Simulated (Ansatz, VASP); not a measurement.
# Cross-check of Ti5Sn3 (Ti5Sn3 (P6_3/mcm)) between VASP and Ansatz, part 2 of 2

Wanted: the spread between two codes on one cell, functional and k mesh. The cell is taken from a series of runs on this material, whose earlier steps may have relaxed, scaled, displaced or heated it; both programs get it as it stands.

VASP 6.6.1 and Ansatz 0.2.0.

So far: Set-up; VASP: relaxation of cell and atoms, r2SCAN.

### 3. Ansatz: relaxation of cell and atoms, r2SCAN

Level of this step: Ansatz beside VASP: Kohn-Sham DFT, plane waves, r2SCAN (Ansatz).

Ansatz runs on its PAW soft_1 files.

The same cell, functional, mesh and smearing now go to Ansatz.

File input.yaml:

```yaml
crystal:
  lattice:
    - [8.0440308, 0.0, 0.0]
    - [-4.0220154, 6.9663351, 0.0]
    - [0.0, 0.0, 5.425855]
  atoms:
    - { symbol: Ti, position: [0.2433844, 0.0, 0.25] }
    - { symbol: Ti, position: [0.2433844, 0.2433844, 0.75] }
    - { symbol: Ti, position: [0.0, 0.7566156, 0.75] }
    - { symbol: Ti, position: [0.0, 0.2433844, 0.25] }
    - { symbol: Ti, position: [0.7566156, 0.7566156, 0.25] }
    - { symbol: Ti, position: [0.7566156, 0.0, 0.75] }
    - { symbol: Ti, position: [0.33333333, 0.66666667, 0.0] }
    - { symbol: Ti, position: [0.66666667, 0.33333333, 0.5] }
    - { symbol: Ti, position: [0.66666667, 0.33333333, 0.0] }
    - { symbol: Ti, position: [0.33333333, 0.66666667, 0.5] }
    - { symbol: Sn, position: [0.60863286, 0.0, 0.25] }
    - { symbol: Sn, position: [0.60863286, 0.60863286, 0.75] }
    - { symbol: Sn, position: [0.0, 0.39136714, 0.75] }
    - { symbol: Sn, position: [0.0, 0.60863286, 0.25] }
    - { symbol: Sn, position: [0.39136714, 0.39136714, 0.25] }
    - { symbol: Sn, position: [0.39136714, 0.0, 0.75] }
basis:
  ecutwfc: 500
  xc_grid: 2
hamiltonian:
  xc: r2scan
  pseudopotentials: { kind: paw, azcp: { folder: soft_1 } }
kpoints:
  mp_grid: { grid: [6, 6, 7] }
scf:
  occupations: { method: fermi_dirac, width: 0.05 }
  max_iter: 150
output:
  forces: true
  stress: true
relax:
  f_tol: 0.01
  max_steps: 60
  cell: {}
checkpoint:
  write: "../r2scan.run"
  compress: false
  write_wavefunctions: false
  write_every: 100000
```

Started as:

```
$ ansatz run input.yaml --threads 4 --pin off --max-ram 6594MiB --backend cpu --events-out ev --progress --plain --runs-dir out
```

Numbers of over 12 decimals in the logs are rounded to 6 here.

Log:

```text
Engine: ansatz 0.2.0, aarch64-unknown-linux-gnu
Pseudopotentials: kind: paw
Pseudopotential: Ti, paw, valence charge 12, recommended cutoff 500 eV (meta_gga), soft_1/Ti.paw.azcp
Pseudopotential: Sn, paw, valence charge 14, recommended cutoff 500 eV (meta_gga), soft_1/Sn.paw.azcp
Functional definition: r2SCAN
  parameter k0 = 0.174
  parameter k1 = 0.065
  parameter a1 = 4.9479
  exchange = r2scan_x(k0 = k0, k1 = k1, a1 = a1)
  correlation = r2scan_c
Crystal: 16 atoms, lattice volume = 304.051 Å³
Basis set: ecut = 500 eV, 7681 PW (Γ), exchange–correlation on 120×120×80 points (8 copies of the dense FFT grid, shifted against one another)
Bands: 123, of which v1, the nominal top of the filled ones, is band 102 counted from 1 (101 counted from 0)
Symmetry: 24 space group operations
Space group: P63/mcm (ITA 193), of the structure as read, at distance tolerance 6.7e-5 Å
k-points: 28 of 252
Non-local potential: Ti, projectors of the file, l = 0: 3, l = 1: 2, l = 2: 3, l = 3: 1
Non-local potential: Sn, projectors of the file, l = 0: 2, l = 1: 2, l = 2: 2, l = 3: 1
PAW form: soft (Blöchl's): semilocal exchange-correlation on the pseudo side does not see the compensation charge
PAW frozen core: Ti, regenerated for the run's functional (the file was generated under x = pbe(κ = 0.804, μ = 0.219515), c = pbe(β = 0.066725))
PAW frozen core: Sn, regenerated for the run's functional (the file was generated under x = pbe(κ = 0.804, μ = 0.219515), c = pbe(β = 0.066725))
PAW one-centre angular grid: Ti, 590 points (default); XC on 160 Gauss nodes
PAW one-centre angular grid: Sn, 590 points (default); XC on 160 Gauss nodes
Initial density: superposition of atomic densities (chi_scale 0.1, normalization cell, long waves kept (reshape's long-wave potential 0.03 eV rms))
Initial wavefunctions: pseudopotential atomic-orbital guess
Functional: x = r2scan, c = r2scan; τ floored in thin density (d = 2e-4 eV/Å³)
SCF iter   1: F=—  HF=-61284.762059 eV  |F-HF|=—  |Δ(HF+E_count)|=         —  Δρ=5.61e-2  dr2=2.13e1  dr2_τ=4.67e-1  ethr=3.10e-3  ⟨swp⟩=6.0  Hψ=11889  notcnv=0
preconditioner: auto → Kerker (q_TF=auto, 2.553 Å⁻¹)  [metal: Δε(μ)=0.051 eV  Ē_g=12.466 eV  σ=0.050 eV  W_gap=0.24  n_scr=82 (ndim 8)  ℏωp=23.7 eV  f_vac=0.000  D(μ)=7.93/eV (n_scr^D=56)]
SCF iter   2: F=—  HF=-61283.547015 eV  |F-HF|=—  |Δ(HF+E_count)|=    1.22e0  Δρ=5.18e-2  dr2=1.77e1  dr2_τ=8.29e-1  ethr=3.10e-3  ⟨swp⟩=4.4  Hψ=7643  notcnv=0  defer=134
SCF iter   3: F=—  HF=-61282.837421 eV  |F-HF|=—  |Δ(HF+E_count)|=   7.10e-1  Δρ=2.41e-2  dr2=3.39e0  dr2_τ=6.05e-2  ethr=3.10e-3  ⟨swp⟩=3.6  Hψ=7684  notcnv=0  defer=102
SCF iter   4: F=—  HF=-61282.434371 eV  |F-HF|=—  |Δ(HF+E_count)|=   4.03e-1  Δρ=7.55e-3  dr2=3.27e-1  dr2_τ=3.97e-3  ethr=1.66e-3  ⟨swp⟩=2.4  Hψ=4252  notcnv=0  defer=85
SCF iter   5: F=—  HF=-61282.380948 eV  |F-HF|=—  |Δ(HF+E_count)|=   5.34e-2  Δρ=1.96e-3  dr2=1.96e-2  dr2_τ=4.82e-4  ethr=1.60e-4  ⟨swp⟩=2.8  Hψ=4775  notcnv=0  defer=90
SCF iter   6: F=—  HF=-61282.377929 eV  |F-HF|=—  |Δ(HF+E_count)|=   3.02e-3  Δρ=6.41e-4  dr2=1.49e-3  dr2_τ=3.70e-5  ethr=9.60e-6  ⟨swp⟩=2.6  Hψ=5356  notcnv=0  defer=89
SCF iter   7: F=—  HF=-61282.377933 eV  |F-HF|=—  |Δ(HF+E_count)|=   4.62e-6  Δρ=1.58e-4  dr2=1.17e-4  dr2_τ=3.65e-6  ethr=7.30e-7  ⟨swp⟩=2.0  Hψ=4264  notcnv=0  defer=89
SCF iter   8: F=—  HF=-61282.377921 eV  |F-HF|=—  |Δ(HF+E_count)|=   1.20e-5  Δρ=8.87e-5  dr2=6.96e-5  dr2_τ=1.45e-6  ethr=5.71e-8  ⟨swp⟩=3.0  Hψ=7203  notcnv=0  defer=89
SCF iter   9: F=—  HF=-61282.378003 eV  |F-HF|=—  |Δ(HF+E_count)|=   8.16e-5  Δρ=1.51e-5  dr2=2.31e-6  dr2_τ=3.95e-8  ethr=3.41e-8  ⟨swp⟩=2.0  Hψ=3607  notcnv=0  defer=89
SCF iter  10: F=—  HF=-61282.378003 eV  |F-HF|=—  |Δ(HF+E_count)|=   1.22e-7  Δρ=8.89e-6  dr2=7.25e-7  dr2_τ=1.26e-8  ethr=1.13e-9  ⟨swp⟩=2.0  Hψ=3766  notcnv=0  defer=89
SCF iter  11: F=-61282.378003 eV  HF=-61282.378003 eV  |F-HF|=1.85e-9  |Δ(HF+E_count)|=   4.12e-8  Δρ=1.65e-6  dr2=1.13e-8  dr2_τ=6.12e-10  ethr=4.90e-11  ⟨swp⟩=3.2  Hψ=11019  notcnv=0
SCF 1 converged in 11 iterations: F = -61282.378003 eV  dr2 = 1.13e-8
  greatest PAW one-centre occupation: 1.000 electrons in one spin orbital (limit 2), on the Ti atom at site 9 (counted from 0), in its partial waves of l = 0
relax step   1: F+E_penalty+E_count = -61282.37800294 eV  Δ(F+E_penalty+E_count) = +0.000e0 eV  max|allowed force component| = 1.133e-2 eV/Å  Δτ_max = 0.0000 Å  P = -0.098 GPa  Ω = 304.051 Å³  (11 SCF iters, dr2 threshold 1.00e-7 eV, accepted)
[...]
relax step   2: F+E_penalty+E_count = -61282.37805884 eV  Δ(F+E_penalty+E_count) = -5.590e-5 eV  max|allowed force component| = 1.861e-2 eV/Å  Δτ_max = 0.0039 Å  P = +0.173 GPa  Ω = 303.428 Å³  energy of the carried Pulay correction = +2.641e-4 eV  (8 SCF iters, dr2 threshold 3.05e-8 eV, rejected (line search))
[...]
relax step   3: F+E_penalty+E_count = -61282.37823076 eV  Δ(F+E_penalty+E_count) = -2.278e-4 eV  max|allowed force component| = 1.814e-3 eV/Å  Δτ_max = 0.0019 Å  P = -0.010 GPa  Ω = 303.861 Å³  energy of the carried Pulay correction = +8.059e-5 eV  (10 SCF iters, accepted)
[...]
relax step   4: F+E_penalty+E_count = -61282.37815826 eV  Δ(F+E_penalty+E_count) = +7.250e-5 eV  max|allowed force component| = 1.820e-3 eV/Å  Δτ_max = 0.0000 Å  P = -0.010 GPa  Ω = 303.861 Å³  stress off target by 1.02e-2 GPa  SCF on the basis re-selected at this cell (its energy is not comparable with the rows above)  (5 SCF iters)
basis re-selected at this cell: Δ(F+E_penalty+E_count) = +7.250e-5 eV, ΔP = -0.000 GPa vs the last step (what re-selecting the basis moved, of the pressure what is left beyond the Pulay correction that the steps carried, after the strain that the cell walked since its last selection, with what the two solves' SCF thresholds leave and, on support functions, any second-order correction that the steps lacked; it is no m [...]
SCF converged after 5 iterations
Free energy (F): -61282.378158 eV
Harris-Foulkes:  -61282.378158 eV  (|F-HF|=2.91e-11)
Internal energy: -61282.291002 eV  (E = F + TS)
E sigma→0 (E₀):  -61282.334580 eV
Entropy (-TS):   -0.087156 eV (-5.447 meV/atom)
Fermi energy:    13.664260 eV
--- Per-component energies (eV) ---
  E_band       = -1990.122132
  E_kinetic    = 3817.073448
  E_local      = -14318.196189  (includes V_loc(G=0)·N_el)
  E_nonlocal   = 1472.726016
  E_hartree    = 6412.258736
  E_xc         = -1815.893177
  E_vxc        = -2124.398205  (∫ρ·V_xc dr)
  E_paw        = -36878.543038  (= ΣΔE_a)
  E_vpaw       = -3799.344556  (= ΣTr[D̂ρ^β])
  E_aug_tail   = 0.000336  (compensation charges beyond the density's cutoff)
  E_vtau       = 137.499872  (kinetic-family band-sum trace: ∫τ·v_τ [+ j·A + Jᵃ·Aᵃ] dr)
  E_ewald      = -19973.594498
  E_core_change = 1.877364  (= ΣΔE_core)
  E_smearing   = -0.087156  (= −TS)
  E_closure    = 0.000000  (closes the sum)
  Σ components = -61282.378158   (vs F -61282.378158, Δ=0.00e0)
--- Forces (eV/Å), atoms counted from 1 ---
  atom   1  Ti     0.00181970    -0.00000000     0.00000000
  atom   2  Ti     0.00090985     0.00157591     0.00000000
  atom   3  Ti     0.00090985    -0.00157591     0.00000000
  atom   4  Ti    -0.00090985     0.00157591     0.00000000
  atom   5  Ti    -0.00090985    -0.00157591     0.00000000
  atom   6  Ti    -0.00181970     0.00000000     0.00000000
  atom   7  Ti    -0.00000000     0.00000000     0.00000000
  atom   8  Ti    -0.00000000    -0.00000000    -0.00000000
  atom   9  Ti    -0.00000000    -0.00000000    -0.00000000
  atom  10  Ti    -0.00000000     0.00000000     0.00000000
  atom  11  Sn     0.00080194     0.00000000     0.00000000
  atom  12  Sn     0.00040097     0.00069450     0.00000000
  atom  13  Sn     0.00040097    -0.00069450     0.00000000
  atom  14  Sn    -0.00040097     0.00069450     0.00000000
  atom  15  Sn    -0.00040097    -0.00069450     0.00000000
  atom  16  Sn    -0.00080194     0.00000000     0.00000000
  max |Σ_I F_I| component: 6.72e-18 eV/Å
--- Stress (GPa, compression-positive) ---
       -0.009543      -0.000000       0.000000
        0.000000      -0.009543       0.000000
        0.000000       0.000000      -0.010163
  P = ⅓ Tr σ = -0.0097 GPa (-0.097 kbar)
--- Relaxed structure (3 steps of the walk, 2 accepted, 1 SCFs on fresh bases) ---
  F+E_penalty+E_count = -61282.37815826 eV   max|allowed force component| = 1.820e-3 eV/Å   (the final SCF, on the basis selected at the relaxed cell)
  cell:  # Å, volume = 303.8608 Å³
    - [8.041648, 0.0, 0.0]
    - [-4.020824, 6.964271, 0.0]
    - [0.0, 0.0, 5.425677]
  atoms:
    - { symbol: Ti, position: [0.243623, 0, 0.25] }
    - { symbol: Ti, position: [0.243623, 0.243623, 0.750000] }
    - { symbol: Ti, position: [-1.1102230246251565e-16, 0.756377, 0.750000] }
    - { symbol: Ti, position: [-1.3877787807814457e-17, 0.243623, 0.25] }
    - { symbol: Ti, position: [0.756377, 0.756377, 0.25] }
    - { symbol: Ti, position: [0.756377, 0, 0.750000] }
    - { symbol: Ti, position: [0.333333, 0.666667, 0] }
    - { symbol: Ti, position: [0.666667, 0.333333, 0.5] }
    - { symbol: Ti, position: [0.666667, 0.333333, 0] }
    - { symbol: Ti, position: [0.333333, 0.666667, 0.5] }
    - { symbol: Sn, position: [0.608628, 0, 0.25] }
    - { symbol: Sn, position: [0.608628, 0.608628, 0.750000] }
    - { symbol: Sn, position: [-2.7755575615628914e-17, 0.391372, 0.750000] }
    - { symbol: Sn, position: [-1.1102230246251565e-16, 0.608628, 0.25] }
    - { symbol: Sn, position: [0.391372, 0.391372, 0.25] }
    - { symbol: Sn, position: [0.391372, 0, 0.750000] }
```

### 4. Side by side

Known differences besides the potentials themselves: VASP keeps PBE cores, Ansatz makes them for the functional; the cutoff is 500 eV in Ansatz and 550 eV in VASP; Ansatz adds a Pulay correction to the stress that steers its cell, VASP none; in our runs with r2SCAN, forces from VASP's data set Ti_sv part from Ansatz's all-electron ones, so neither program is the reference here. Total energies have different zeros and are not compared.

Compared:

| quantity | Ansatz | VASP | difference |
| --- | --- | --- | --- |
| volume (Å³) | 303.86 | 304.54 | -0.22 % |
| edge a after relaxation, in the typed setting (Å) | 8.042 | 8.049 | -0.09 % |
| edge c after relaxation, in the typed setting (Å) | 5.426 | 5.428 | -0.05 % |

### 5. Outcome

```json
{"difference in volume (relaxation of cell and atoms, r2SCAN)": "-0.22 %"}
```

What this shows: The difference in volume is -0.22 % (relaxation of cell and atoms, r2SCAN), within the 1.2 % picked in this series as the mark of a large difference, as far as the stopping tolerances let one tell. Such differences can come from data sets, numerical settings and the points named under the comparisons, not from the functional's error against experiment.

[Lines on the potential files, build, host, timing and source positions are cut from VASP's logs without a mark.]

[Logs are printed without paths, hosts, clocks, repeated set-up lines and the standing remarks that a program may print on its own settings, such as how far it seeks lower states.]

[Hosts, paths, dates, database ids (printed as entryN), source tags and the programs' standing remarks are cut or masked in the printed files.]
